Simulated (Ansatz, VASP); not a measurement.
# Cross-check of AlNi between VASP and Ansatz, part 2 of 2

Aim: how closely do two programs agree when they are given the same cell, functional and k mesh? The cell is taken from a series of runs on this material, whose earlier steps may have relaxed, scaled, displaced or heated it; both programs get it as it stands.

VASP 6.6.1 and Ansatz 0.2.0.

So far: Starting point; VASP: zone-centre phonons, LDA.

**3. Ansatz: zone-centre phonons, LDA**

Level of this step: Ansatz beside VASP: Kohn-Sham DFT, plane waves, LDA (Ansatz).

Ansatz runs on its PAW soft_1 files.

The same cell, functional (in two slightly different forms), mesh and smearing now go to Ansatz, which takes its cutoff from its data sets.

Contents of input.yaml:

```yaml
crystal:
  lattice:
    - [2.8035974547, 0.0, 0.0]
    - [0.0, 2.8035974547, 0.0]
    - [0.0, 0.0, 2.8686675551]
  atoms:
    - { symbol: Al, position: [0.0, 0.0, 0.0] }
    - { symbol: Ni, position: [0.5, 0.5, 0.5] }
kpoints:
  mp_grid: { grid: [16, 16, 16] }
hamiltonian:
  xc: lda
  pseudopotentials: { kind: paw, azcp: { folder: soft_1 }, xc_functional: pbe }
scf:
  occupations: { method: methfessel_paxton, width: 0.2 }
output:
  eigenvalues: true
phonons:
  method: dfpt
```

Launch:

```
> ansatz run input.yaml --threads 4 --pin off --max-ram 10240MiB --backend cpu --events-out ev --progress --plain --runs-dir out
```

Numbers of over 12 decimals in the logs are rounded to 6 here.

What it wrote:

```text
zone centre: on kpoints.mp_grid the ground state, and the responses unless they are solved on pairs of k-points, stand on 729 of the mesh's 4096 k-points, reduced under 8 symmetry operations, with k and −k counted as one. Each operation leaves every solved displacement unchanged or reverses it
Engine: ansatz 0.2.0, aarch64-unknown-linux-gnu
Pseudopotentials: kind: paw
Pseudopotential: Al, paw, valence charge 3, recommended cutoff 420 eV (normal), soft_1/Al.paw.azcp
Pseudopotential: Ni, paw, valence charge 18, recommended cutoff 420 eV (normal), soft_1/Ni.paw.azcp
Functional definition: SPW92
  exchange = slater_x
  correlation = pw_c
Crystal: 2 atoms, lattice volume = 22.548 Å³
Basis set: ecut = 420 eV, 461 PW (Γ), exchange–correlation on 40×40×40 points (8 copies of the dense FFT grid, shifted against one another)
Bands: 15, of which v1, the nominal top of the filled ones, is band 11 counted from 1 (10 counted from 0)
Symmetry: 16 space group operations
k-points: 729 of 4096 (irreducible under 8 space group operations)
Non-local potential: Al, projectors of the file, l = 0: 2, l = 1: 2, l = 2: 1
Non-local potential: Ni, projectors of the file, l = 0: 3, l = 1: 2, l = 2: 3, l = 3: 1
PAW form: soft (Blöchl's): semilocal exchange-correlation on the pseudo side does not see the compensation charge
PAW frozen core: Al, regenerated for the run's functional, and the local potential with it (the file was generated under x = pbe(κ = 0.804, μ = 0.219515), c = pbe(β = 0.066725))
PAW frozen core: Ni, regenerated for the run's functional, and the local potential with it (the file was generated under x = pbe(κ = 0.804, μ = 0.219515), c = pbe(β = 0.066725))
PAW one-centre angular grid: Al, 110 points (default); XC on 64 Gauss nodes
PAW one-centre angular grid: Ni, 590 points (default); XC on 64 Gauss nodes
Initial density: superposition of atomic densities (chi_scale 0.1, normalization cell, long waves kept (reshape's long-wave potential 0.00 eV rms))
Initial wavefunctions: pseudopotential atomic-orbital guess
Functional: x = slater, c = lda
SCF iter   1: F=—  HF=-6288.049989 eV  |F-HF|=—  |Δ(HF+E_count)|=         —  Δρ=7.15e-2  dr2=1.25e0  ethr=3.10e-3  ⟨swp⟩=4.0  Hψ=48527  notcnv=0
preconditioner: auto → none  [metal: Δε(μ)=0.014 eV  Ē_g=10.557 eV  σ=0.200 eV  W_gap=0.06  n_scr=6 (ndim 8)  ℏωp=28.2 eV  f_vac=0.000  D(μ)=0.59/eV (n_scr^D=0)  sad-step TF]
SCF iter   2: F=—  HF=-6287.878842 eV  |F-HF|=—  |Δ(HF+E_count)|=   1.71e-1  S|Δr|=    0.00e0  Δρ=5.67e-2  dr2=8.05e-1  ethr=3.10e-3  ⟨swp⟩=2.0  Hψ=19479  notcnv=0  defer=162
SCF iter   3: F=—  HF=-6287.682749 eV  |F-HF|=—  |Δ(HF+E_count)|=   1.96e-1  S|Δr|=    0.00e0  Δρ=1.57e-2  dr2=5.80e-2  ethr=3.10e-3  ⟨swp⟩=2.0  Hψ=13933  notcnv=0  defer=162
SCF iter   4: F=—  HF=-6287.671456 eV  |F-HF|=—  |Δ(HF+E_count)|=   1.13e-2  S|Δr|=    0.00e0  Δρ=4.13e-3  dr2=2.08e-3  ethr=2.76e-4  ⟨swp⟩=1.4  Hψ=17045  notcnv=0  defer=157
SCF iter   5: F=—  HF=-6287.671510 eV  |F-HF|=—  |Δ(HF+E_count)|=   5.42e-5  S|Δr|=    0.00e0  Δρ=1.80e-3  dr2=3.44e-4  ethr=9.91e-6  ⟨swp⟩=2.3  Hψ=15463  notcnv=0  defer=157
SCF iter   6: F=—  HF=-6287.671413 eV  |F-HF|=—  |Δ(HF+E_count)|=   9.68e-5  S|Δr|=    0.00e0  Δρ=4.60e-4  dr2=2.37e-5  ethr=1.64e-6  ⟨swp⟩=2.3  Hψ=15954  notcnv=0  defer=157
SCF iter   7: F=—  HF=-6287.671406 eV  |F-HF|=—  |Δ(HF+E_count)|=   7.07e-6  S|Δr|=    0.00e0  Δρ=5.74e-5  dr2=3.80e-7  ethr=1.13e-7  ⟨swp⟩=2.2  Hψ=15037  notcnv=0  defer=157
SCF iter   8: F=—  HF=-6287.671421 eV  |F-HF|=—  |Δ(HF+E_count)|=   1.49e-5  S|Δr|=    0.00e0  Δρ=4.06e-6  dr2=2.11e-9  ethr=1.81e-9  ⟨swp⟩=2.2  Hψ=15581  notcnv=0  defer=157
SCF iter   9: F=-6287.671421 eV  HF=-6287.671421 eV  |F-HF|=6.37e-12  |Δ(HF+E_count)|=  3.26e-10  S|Δr|=    0.00e0  Δρ=1.96e-7  dr2=4.55e-12  ethr=1.00e-12  ⟨swp⟩=5.3  Hψ=56110  notcnv=0
SCF 1 converged in 9 iterations: F = -6287.671421 eV  dr2 = 4.55e-12
  greatest PAW one-centre occupation: 1.001 electrons in one spin orbital (limit 2), on the Ni atom at site 1 (counted from 0), in its partial waves of l = 1
DFPT response loops at Γ: preconditioner auto → Kerker (q_TF=auto, 2.696 Å⁻¹) (partly filled bands, converged f_vac=0.000); β = 1.00, the filter's whole step (`scf.mixing.beta` (0.50) is not read by the response loops under this deck's `scf.mixing.preconditioner`; to damp them name `kerker` or `kerker_dos`, under which they read `scf.mixing.beta`, and type it under 1.00, their step now; both keys bind the ground state too); Broyden in place of MSR1
SCF converged after 9 iterations
Stability not checked: this state was not tested for a lower state beside it, because cold or Methfessel-Paxton smearing, or corrected tetrahedra, fill the levels in a way that the test cannot read (fill_not_monotonic; see scf.lower_state_search)
Free energy (F): -6287.671421 eV
Harris-Foulkes:  -6287.671421 eV  (|F-HF|=6.37e-12)
Internal energy: -6287.671983 eV  (E = F + TS)
E sigma→0 (E₀):  -6287.671562 eV
Entropy (-TS):   0.000563 eV (0.281 meV/atom)
Fermi energy:    14.553582 eV
--- Per-component energies (eV) ---
  E_band       = -323.960971
  E_kinetic    = 371.255833
  E_local      = -3670.324009  (includes V_loc(G=0)·N_el)
  E_nonlocal   = -101.761305
  E_hartree    = 1931.189143
  E_xc         = -152.565759
  E_vxc        = -178.861890  (∫ρ·V_xc dr)
  E_paw        = -2037.658308  (= ΣΔE_a)
  E_vpaw       = -606.648570  (= ΣTr[D̂ρ^β])
  E_aug_tail   = 0.000859  (compensation charges beyond the density's cutoff)
  E_ewald      = -2628.298275
  E_core_change = 0.489838  (= ΣΔE_core)
  E_smearing   = 0.000563  (= −TS)
  E_closure    = -0.000000  (closes the sum)
  Σ components = -6287.671421   (vs F -6287.671421, Δ=0.00e0)
--- Band table (eV; the first three rows and the last of 729) ---
  k-point 0: bands = [... 7 lower, 12.8588, 12.8588, 12.9319, 19.7001, 20.5449, 20.5449, 22.8138, 23.0152]
  k-point 1: bands = [... 7 lower, 12.8280, 12.8280, 12.9352, 18.9762, 20.6398, 20.6398, 23.0128, 23.5137]
  k-point 2: bands = [... 7 lower, 12.7424, 12.7424, 12.9445, 17.6477, 20.9180, 20.9180, 23.0059, 24.7392]
  k-point 728: bands = [... 7 lower, 13.4599, 13.5275, 16.4632, 16.5168, 16.5168, 18.6788, 19.2375, 19.2375]
--- Phonons (Γ-DFPT): 4 representative perturbations + reference, on 729 of 4096 k-points (Σ response iterations 12) ---
  k mesh reduced under 8 symmetry operations, with k and −k counted as one. Each operation leaves every solved displacement unchanged or reverses it
  ASR residual: 1.495e-4 → 0.000e0 eV/Å²; symmetrization residual: 8.849e-7 eV/Å²
  ASR residual per site (eV/Å²): 6.44e-6 1.49e-4
  Γ frequencies (cm⁻¹): 0.00 0.00 0.00 310.77 310.77 312.93
  non-analytic LO–TO correction: not included (Born effective charges unavailable; polar crystals: no LO–TO splitting at Γ)
```

Reading the cycles: dr2 is the Hartree energy of the density residual (eV), the measure of convergence; HF is the Harris–Foulkes estimate of the energy, which meets the free energy F at convergence.

**4. Differences**

Known differences besides the potentials themselves: the two LDA forms differ slightly; the data sets hold 21 valence electrons in Ansatz (on its PAW soft_1 files) and 13 in VASP; the cutoff is 420 eV in Ansatz and 600 eV in VASP; VASP's log shows a relativistic correction to its local exchange, Ansatz's none. Total energies have different zeros and are not compared.

The two programs side by side:

```csv
quantity,Ansatz,VASP,difference
optical mode 1 to 2 (cm⁻¹),310.8,313.0,-0.72 %
optical mode 3 (cm⁻¹),312.9,315.5,-0.83 %
```

Modes are paired by rising frequency, not by their patterns, so a pair may set unlike modes beside each other; they are those without the splitting of longitudinal modes.

**5. Results**

```
r.m.s. difference of the optical zone-centre modes, each program's sorted by frequency (zone-centre phonons, LDA) : 2.4 cm⁻¹
difference in optical mode 3 (zone-centre phonons, LDA)                                                           : -0.8 %
```

The r.m.s. difference of the optical zone-centre modes, each program's sorted by frequency is 2.4 cm⁻¹ (zone-centre phonons, LDA). The data sets hold unlike numbers of valence electrons (21 in Ansatz and 13 in VASP), so part of the differences comes from the potentials. Among the rows given in per cent, the largest difference of the zone-centre phonons, LDA pair is in optical mode 3, -0.8 %. Such differences can come from data sets, numerical settings and the points named under the comparisons, not from the functional's error against experiment.

[Lines on the potential files, build, host, timing and source positions are cut from VASP's logs without a mark.]

[Logs are printed without paths, hosts, clocks, repeated set-up lines and the standing remarks that a program may print on its own settings, such as how far it seeks lower states.]

[Hosts, paths, dates, database ids (printed as entryN), source tags and the programs' standing remarks are cut or masked in the printed files.]
